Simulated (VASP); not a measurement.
# Au (Gold): the relaxed cell at several levels of theory, part 2 of 2

Aim: relax Au (Gold) at several levels of theory and compare the cells. The starting structure is a measured crystal structure from the Crystallography Open Database.

VASP 6.6.1.

Results so far: PBEsol 16.99 Å³ an atom; LDA 16.62 Å³ an atom; PBE 17.98 Å³ an atom; PBEsol + D3(BJ) 16.42 Å³ an atom.

## (6) Relaxation with r2SCAN

Level of this step: r2SCAN; plane waves and PAW (Au) (VASP).

r2SCAN adds the kinetic-energy density, costs more than a GGA and is run with LASPH. This run starts from the cell of an earlier relaxation, which isn't shown; the restart sets up the plane waves anew.

Input file INCAR:

```
SYSTEM = Au
PREC = Accurate
ENCUT = 450
EDIFF = 1E-06
NELM = 100
ISMEAR = 1
SIGMA = 0.1
LREAL = .FALSE.
ALGO = Normal
METAGGA = R2SCAN
LASPH = .TRUE.
LORBIT = 11
LWAVE = .FALSE.
LCHARG = .FALSE.
KPAR = 2
IBRION = 2
NSW = 50
ISIF = 3
EDIFFG = -0.01
```

Input file POSCAR:

```
Au
1.0
    0.0000000000      2.0652740463      2.0652740463
    2.0652740463      0.0000000000      2.0652740463
    2.0652740463      2.0652740463      0.0000000000
Au
1
Direct
    0.0000000000      0.0000000000      0.0000000000
```

Input file KPOINTS:

```
Automatic mesh
0
Gamma
12 12 12
0 0 0
```

The projector-augmented-wave data sets are Au (PBE family, release 64).

Started as:

```
mpirun -np 2 vasp_std
```

What it wrote:

```text
[banner, memory and clock lines left out]
running    2 mpi-ranks, on    1 nodes
[...]
[... a notice as in an earlier step ...]

 LDA part: xc-table for (None), standard interpolation
 POSCAR, INCAR and KPOINTS ok, starting setup
[...]
entering main loop
       N       E                     dE             d eps       ncg     rms          rms(c)
DAV:   1    -0.125739080775E+02   -0.12574E+02   -0.54744E+03  1448   0.978E+02
DAV:   2    -0.542462196130E+02   -0.41672E+02   -0.39114E+02  1355   0.190E+02
DAV:   3    -0.545867846738E+02   -0.34057E+00   -0.34027E+00  1565   0.181E+01
DAV:   4    -0.545878454381E+02   -0.10608E-02   -0.10608E-02  1454   0.100E+00
[...]
DAV:  10    -0.505869645639E+02   -0.11000E-03   -0.47630E-04  1361   0.247E-01    0.483E-02
DAV:  11    -0.505869187554E+02    0.45809E-04   -0.21118E-04  1356   0.144E-01    0.506E-03
DAV:  12    -0.505869195754E+02   -0.81997E-06   -0.10793E-06  1337   0.119E-02
   1 F= -.50586920E+02 E0= -.50586921E+02  d E =-.505869E+02
[...]
reached required accuracy - stopping structural energy minimisation
```

Elapsed: 48 s, on 2 MPI ranks of AMD EPYC 7R43, shared host; peak memory 0.2 GiB.

From OUTCAR (step 6):

```text
  Total       -0.0066171     -0.0066171     -0.0066171     -0.0000000      0.0000000     -0.0000000
  in kB       -0.6017499     -0.6017499     -0.6017499     -0.0000000      0.0000000     -0.0000000
  external PRESSURE =      -0.6017499 kB  Pullay stress =       0.0000000 kB

 POSITION                                       TOTAL-FORCE (eV/Angst)
 -----------------------------------------------------------------------------------
      0.00000      0.00000      0.00000        -0.000000     -0.000000     -0.000000
 -----------------------------------------------------------------------------------
    total drift:                               -0.000000     -0.000000     -0.000000

  FREE ENERGIE OF THE ION-ELECTRON SYSTEM (eV)
  ---------------------------------------------------
  free  energy   TOTEN  =       -50.5869195754 eV

  energy  without entropy=      -50.5869243006  energy(sigma->0) =      -50.58692115

[... 2 parts as in an earlier step ...]

[... 2 further parts left out ...]
[key lines of the parts left out:]
E-fermi :   8.7714
```

With r2SCAN the relaxed cell holds 17.618 Å³ an atom, +3.90 % against the measured cell, with a = 4.131 Å. That is +3.69 % from PBEsol. Pressures at 0.985 and 1.015 times this volume, from two more relaxations that aren't shown, give a bulk modulus of 150.2 GPa.

## (7) Relaxation with r2SCAN + rVV10

rVV10 adds a nonlocal correlation energy for dispersion.

INCAR: that of step 6 with these lines changed.

```diff
@@ -10,2 +10,6 @@
 METAGGA = R2SCAN
+LUSE_VDW = .TRUE.
+IVDW_NL = 2
+BPARAM = 11.95
+CPARAM = 0.0093
 LASPH = .TRUE.
```

Input file POSCAR:

```
Au
1.0
    0.0000000000      2.0391250000      2.0391250000
    2.0391250000      0.0000000000      2.0391250000
    2.0391250000      2.0391250000      0.0000000000
Au
1
Direct
    0.0000000000      0.0000000000      0.0000000000
```

KPOINTS is that of step 6.

Started as:

```
mpirun -np 2 vasp_std
```

What it wrote:

```text
[banner, memory and clock lines left out]
running    2 mpi-ranks, on    1 nodes
[...]
|                                                                             |
|               ----> ADVICE to this user running VASP <----                  |
|                                                                             |
|     You have switched on vdW-DFT.                                           |
|     This routine was written and supplied by Jiri Klimes. We recommend      |
|     that you carefully read and cite the following publications:            |
|       J. Klimes, D.R. Bowler, A. Michelides                                 |
|          J. Phys.: Cond Matt. 22 022201 (2010)                              |
|       J. Klimes, D.R. Bowler, A. Michelides                                 |
|          Phys. Rev. B. 83, 195131 (2011)                                    |
|     and references therein.                                                 |
|                                                                             |

[...]
DAV:   3    -0.503770509466E+02    0.38363E-02   -0.24087E-02  1329   0.160E+00    0.737E-01
Total rVV10 correction in eV:      0.2080250    12.8948560
Total rVV10 correction in eV:      0.2080250    12.8948560
DAV:   4    -0.503773454806E+02   -0.29453E-03   -0.51060E-03  1361   0.530E-01    0.959E-02
Total rVV10 correction in eV:      0.2082654    12.8948560
Total rVV10 correction in eV:      0.2082654    12.8948560
DAV:   5    -0.503770657768E+02    0.27970E-03   -0.12695E-03  1333   0.340E-01    0.139E-02
Total rVV10 correction in eV:      0.2082774    12.8948560
Total rVV10 correction in eV:      0.2082774    12.8948560
DAV:   6    -0.503770699263E+02   -0.41495E-05   -0.94436E-06  1358   0.316E-02    0.630E-03
Total rVV10 correction in eV:      0.2083088    12.8948560
Total rVV10 correction in eV:      0.2083088    12.8948560
DAV:   7    -0.503770698848E+02    0.41582E-07   -0.10557E-06  1170   0.113E-02
Total rVV10 correction in eV:      0.2083182    12.8948560
Total rVV10 correction in eV:      0.2083182    12.8948560
Total rVV10 correction in eV:      0.2083133    12.8948560
Total rVV10 correction in eV:      0.2083133    12.8948560
   3 F= -.50377070E+02 E0= -.50377174E+02  d E =-.566011E-02
[...]
reached required accuracy - stopping structural energy minimisation
```

Elapsed: 1.8 min, on 2 MPI ranks; peak memory 0.31 GiB; 3.5 min of CPU time.

OUTCAR, selected parts (step 7):

```text
  Total       -0.0002768     -0.0002768     -0.0002768     -0.0000000      0.0000000      0.0000000
  in kB       -0.0255030     -0.0255030     -0.0255030     -0.0000000      0.0000000      0.0000000
  external PRESSURE =      -0.0255030 kB  Pullay stress =       0.0000000 kB

 POSITION                                       TOTAL-FORCE (eV/Angst)
 -----------------------------------------------------------------------------------
      0.00000      0.00000      0.00000        -0.000000      0.000000     -0.000000
 -----------------------------------------------------------------------------------
    total drift:                               -0.000000     -0.000000     -0.000000

  FREE ENERGIE OF THE ION-ELECTRON SYSTEM (eV)
  ---------------------------------------------------
  free  energy   TOTEN  =       -50.3770698848 eV

  energy  without entropy=      -50.3773810446  energy(sigma->0) =      -50.37717360

[... 2 parts as in an earlier step ...]

[... 2 further parts left out ...]
[key lines of the parts left out:]
E-fermi :   8.9385
```

With r2SCAN + rVV10 the relaxed cell holds 17.392 Å³ an atom, +2.56 % against the measured cell, with a = 4.113 Å. That is +2.36 % from PBEsol. Pressures at 0.985 and 1.015 times this volume, from two more relaxations that aren't shown, give a bulk modulus of 161.8 GPa.

## (8) Relaxation with optB86b-vdW

optB86b-vdW pairs nonlocal correlation with a less repulsive exchange of B86b form. This run starts from the cell of an earlier relaxation, which isn't shown; the restart sets up the plane waves anew.

INCAR: that of step 7 with these lines changed.

```diff
@@ -9,7 +9,7 @@
 ALGO = Normal
-METAGGA = R2SCAN
+GGA = MK
+AGGAC = 0
 LUSE_VDW = .TRUE.
-IVDW_NL = 2
-BPARAM = 11.95
-CPARAM = 0.0093
+PARAM1 = 0.1234
+PARAM2 = 1
 LASPH = .TRUE.
```

Input file POSCAR:

```
Au
1.0
    0.0000000000      2.0615975419      2.0615975419
    2.0615975419      0.0000000000      2.0615975419
    2.0615975419      2.0615975419      0.0000000000
Au
1
Direct
    0.0000000000      0.0000000000      0.0000000000
```

KPOINTS is that of step 7.

Started as:

```
mpirun -np 2 vasp_std
```

What it wrote:

```text
[banner, memory and clock lines left out]
running    2 mpi-ranks, on    1 nodes
[...]
[... a notice as in an earlier step ...]

 [... a notice as in an earlier step ...]

 LDA part: xc-table for (Slater+PW92), standard interpolation
 POSCAR, INCAR and KPOINTS ok, starting setup
[...]
entering main loop
       N       E                     dE             d eps       ncg     rms          rms(c)
DAV:   1     0.364613055957E+02    0.36461E+02   -0.53319E+03  1544   0.954E+02
DAV:   2    -0.783811619085E+00   -0.37245E+02   -0.35131E+02  1339   0.178E+02
DAV:   3    -0.106412912097E+01   -0.28032E+00   -0.28012E+00  1609   0.163E+01
DAV:   4    -0.106484961416E+01   -0.72049E-03   -0.72049E-03  1475   0.839E-01
[...]
DAV:   9    -0.778973424334E+00    0.13886E-04   -0.20802E-05  1424   0.494E-02    0.202E-02
DAV:  10    -0.778978734611E+00   -0.53103E-05   -0.30219E-06  1407   0.217E-02    0.347E-03
DAV:  11    -0.778978715796E+00    0.18815E-07   -0.45531E-08   662   0.217E-03
   1 F= -.77897872E+00 E0= -.77908962E+00  d E =-.778979E+00
[...]
reached required accuracy - stopping structural energy minimisation
```

Elapsed: 13 s, on 2 MPI ranks; peak memory 0.39 GiB; 24 s of CPU time.

OUTCAR, selected parts (step 8):

```text
  Total       -0.0074880     -0.0074880     -0.0074880      0.0000000     -0.0000000     -0.0000000
  in kB       -0.6845992     -0.6845992     -0.6845992      0.0000000     -0.0000000     -0.0000000
  external PRESSURE =      -0.6845992 kB  Pullay stress =       0.0000000 kB

  FREE ENERGIE OF THE ION-ELECTRON SYSTEM (eV)
  ---------------------------------------------------
  free  energy   TOTEN  =        -0.7789787158 eV

  energy  without entropy=       -0.7793114139  energy(sigma->0) =       -0.77908962

[... 3 parts as in an earlier step ...]

[... 2 further parts left out ...]
[key lines of the parts left out:]
E-fermi :   8.8371
```

With optB86b-vdW the relaxed cell holds 17.524 Å³ an atom, +3.34 % against the measured cell, with a = 4.123 Å. That is +3.14 % from PBEsol. Pressures at 0.985 and 1.015 times this volume, from two more relaxations that aren't shown, give a bulk modulus of 154.7 GPa.

## (9) Relaxation with SCAN

SCAN adds the kinetic-energy density; it is numerically more delicate than r2SCAN.

INCAR: that of step 8 with these lines changed.

```diff
@@ -9,7 +9,3 @@
 ALGO = Normal
-GGA = MK
-AGGAC = 0
-LUSE_VDW = .TRUE.
-PARAM1 = 0.1234
-PARAM2 = 1
+METAGGA = SCAN
 LASPH = .TRUE.
```

Input file POSCAR:

```
Au
1.0
    0.0000000000      2.0391250000      2.0391250000
    2.0391250000      0.0000000000      2.0391250000
    2.0391250000      2.0391250000      0.0000000000
Au
1
Direct
    0.0000000000      0.0000000000      0.0000000000
```

KPOINTS is that of step 8.

Started as:

```
mpirun -np 2 vasp_std
```

What it wrote:

```text
[... set-up lines as in an earlier step ...]
 entering main loop
       N       E                     dE             d eps       ncg     rms          rms(c)
DAV:   1    -0.374564750283E+02   -0.37456E+02   -0.55584E+03  1608   0.987E+02
DAV:   2    -0.740400970035E+02   -0.36584E+02   -0.34453E+02  1333   0.184E+02
DAV:   3    -0.743343341550E+02   -0.29424E+00   -0.29391E+00  1552   0.166E+01
DAV:   4    -0.743348544597E+02   -0.52030E-03   -0.52030E-03  1509   0.716E-01
[...]
DAV:  12    -0.691844509816E+02   -0.95838E-05   -0.51198E-06  1382   0.238E-02    0.187E-03
DAV:  13    -0.691844499499E+02    0.10317E-05   -0.13817E-07   653   0.420E-03    0.283E-04
DAV:  14    -0.691844494771E+02    0.47278E-06   -0.15503E-08   651   0.147E-03
   1 F= -.69184449E+02 E0= -.69184493E+02  d E =-.691844E+02
[...]
2 F= -.69183933E+02 E0= -.69184033E+02  d E =0.516380E-03
[...]
3 F= -.69185123E+02 E0= -.69185181E+02  d E =-.674017E-03
[...]
4 F= -.69185118E+02 E0= -.69185173E+02  d E =-.668758E-03
[...]
reached required accuracy - stopping structural energy minimisation
```

Wall time 74 s (2 MPI ranks); peak memory 0.21 GiB; 2.4 min of CPU time.

OUTCAR, selected parts (step 9):

```text
  Total        0.0002946      0.0002946      0.0002946      0.0000000      0.0000000     -0.0000000
  in kB        0.0276160      0.0276160      0.0276160      0.0000000      0.0000000     -0.0000000
  external PRESSURE =       0.0276160 kB  Pullay stress =       0.0000000 kB

 POSITION                                       TOTAL-FORCE (eV/Angst)
 -----------------------------------------------------------------------------------
      0.00000      0.00000      0.00000        -0.000000      0.000000      0.000000
 -----------------------------------------------------------------------------------
    total drift:                               -0.000000     -0.000000      0.000000

  FREE ENERGIE OF THE ION-ELECTRON SYSTEM (eV)
  ---------------------------------------------------
  free  energy   TOTEN  =       -69.1851182354 eV

  energy  without entropy=      -69.1852813767  energy(sigma->0) =      -69.18517262

[... 2 parts as in an earlier step ...]

[... 2 further parts left out ...]
[key lines of the parts left out:]
E-fermi :   9.0377
```

With SCAN the relaxed cell holds 17.093 Å³ an atom, +0.80 % against the measured cell, with a = 4.089 Å. That is +0.60 % from PBEsol. Pressures at 0.985 and 1.015 times this volume, from two more relaxations that aren't shown, give a bulk modulus of 164.7 GPa.

## (10) Comparison

| level | volume (Å³/atom) | against the measured cell (%) | a (Å) | bulk modulus (GPa) | pressure left (GPa) | core minutes |
| --- | --- | --- | --- | --- | --- | --- |
| PBEsol | 16.991 | 0.2 | 4.081 | 172.3 | 0.0 | 0.647 |
| LDA | 16.624 | -1.97 | 4.0513 | 192.2 | -0.05 | 0.733 |
| PBE | 17.981 | 6.04 | 4.1587 | 136.4 | -0.05 | 1.21 |
| PBEsol + D3(BJ) | 16.424 | -3.15 | 4.035 | 201.9 | 0.03 | 1.25 |
| r2SCAN | 17.618 | 3.9 | 4.1305 | 150.2 | -0.06 | 5.13 |
| r2SCAN + rVV10 | 17.392 | 2.56 | 4.1128 | 161.8 | 0.0 | 3.57 |
| optB86b-vdW | 17.524 | 3.34 | 4.1232 | 154.7 | -0.07 | 1.53 |
| SCAN | 17.093 | 0.8 | 4.0891 | 164.7 | 0.0 | 2.47 |

Core minutes are wall time times ranks, summed over the relaxations behind a row (those for a bulk modulus apart), on shared hosts.

## (11) What came out

| Item | Value |
| --- | --- |
| volume, PBEsol | 16.99 Å³/atom |
| volume, LDA | 16.62 Å³/atom |
| volume, PBE | 17.98 Å³/atom |
| volume, PBEsol + D3(BJ) | 16.42 Å³/atom |
| volume, r2SCAN | 17.62 Å³/atom |
| volume, r2SCAN + rVV10 | 17.39 Å³/atom |
| volume, optB86b-vdW | 17.52 Å³/atom |
| volume, SCAN | 17.09 Å³/atom |

What this shows: Across 8 levels the volume of Au (Gold) spans 9.5 %, from 16.42 Å³ an atom (PBEsol + D3(BJ)) to 17.98 Å³ (PBE). Against the measured volume of the starting structure, PBEsol comes nearest (+0.2 %) and PBE lies farthest (+6.0 %). The measured cell holds zero-point expansion and, unless it was taken cold, thermal expansion, which the runs lack, so small differences decide nothing. Adding D3(BJ) to PBEsol changes the volume by -3.3 %. Adding rVV10 to r2SCAN changes the volume by -1.3 %. The bulk modulus goes from 136.4 GPa (PBE) to 201.9 GPa (PBEsol + D3(BJ)). LASPH is on in some of these runs and off in others, which adds a little to the differences. Spin-orbit coupling is left out of all runs, which can matter with elements this heavy. All runs keep the symmetry of the start, so they can't find a distortion of lower symmetry. Further runs on this material are not shown.

[Lines on the potential files, build, host, timing and source positions are cut from VASP's logs without a mark.]

[Logs are printed without paths, hosts, clocks, repeated set-up lines and the standing remarks that a program may print on its own settings, such as how far it seeks lower states.]

[Hosts, paths, dates, database ids (printed as entryN), source tags and the programs' standing remarks are cut or masked in the printed files.]
